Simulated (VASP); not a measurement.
```
Cu2SnZnSe4
1.0
   -2.88265     2.88265     5.75462
    2.88265    -2.88265     5.75462
    2.88265     2.88265    -5.75462
Cu Zn Sn Se
2 1 1 4
Direct
  0.00000   0.00000   0.00000
  0.75000   0.25000   0.50000
  0.25000   0.75000   0.50000
  0.50000   0.50000   0.00000
  0.63821   0.62929   0.52800
  0.10129   0.11021   0.47200
  0.37071   0.89871   0.00892
  0.88979   0.36179   0.99108
```

The numbers are results of PBE GGA, VASP's PBE PAW potentials (set 64) (plane waves; VASP), not measurements. Run with 400 eV cut-off, Gaussian smearing of 0.050 eV, potentials Cu Zn Sn_d Se.

Unless said otherwise, spin-orbit coupling is left out, though it shifts the bands of the heavy elements here.

### Question
Give the energies of bands 27 to 40 at the high-symmetry points, in eV from the valence-band maximum.

### Answer

| band | Γ | X | P | N | M | S | R |
|---|---|---|---|---|---|---|---|
| 27 | -2.17 | -1.93 | -1.96 | -1.93 | -2.25 | -1.96 | -1.94 |
| 28 | -2.01 | -1.89 | -1.94 | -1.90 | -1.95 | -1.93 | -1.90 |
| 29 | -1.89 | -1.80 | -1.76 | -1.84 | -1.93 | -1.84 | -1.82 |
| 30 | -1.69 | -1.69 | -1.67 | -1.74 | -1.85 | -1.71 | -1.75 |
| 31 | -1.62 | -1.32 | -1.36 | -1.61 | -1.37 | -1.65 | -1.43 |
| 32 | -1.62 | -1.22 | -1.32 | -1.39 | -1.27 | -1.51 | -1.27 |
| 33 | -1.49 | -0.84 | -0.77 | -1.19 | -1.09 | -1.35 | -0.85 |
| 34 | -0.29 | -0.73 | -0.76 | -1.13 | -1.09 | -1.09 | -0.79 |
| 35 | -0.01 | -0.52 | -0.63 | -1.04 | -0.86 | -0.69 | -0.68 |
| 36 | -0.01 | -0.37 | -0.63 | -0.54 | -0.86 | -0.58 | -0.57 |
| 37 | 0.02 | 0.14 | 0.47 | 1.25 | 0.84 | 1.09 | 0.41 |
| 38 | 1.77 | 1.78 | 2.31 | 2.75 | 1.82 | 2.22 | 2.00 |
| 39 | 2.25 | 2.60 | 2.50 | 2.88 | 1.82 | 2.69 | 3.02 |
| 40 | 3.38 | 3.65 | 3.04 | 3.75 | 2.04 | 3.45 | 3.48 |

The gap is indirect, 0.02 eV, from the valence maximum at N-Γ at 0.89 to the conduction minimum at Γ.

The structure was generated: ZnCu2SnSe4 was put into the kesterite type (I-4), a phase also known from measurement. It was relaxed first.
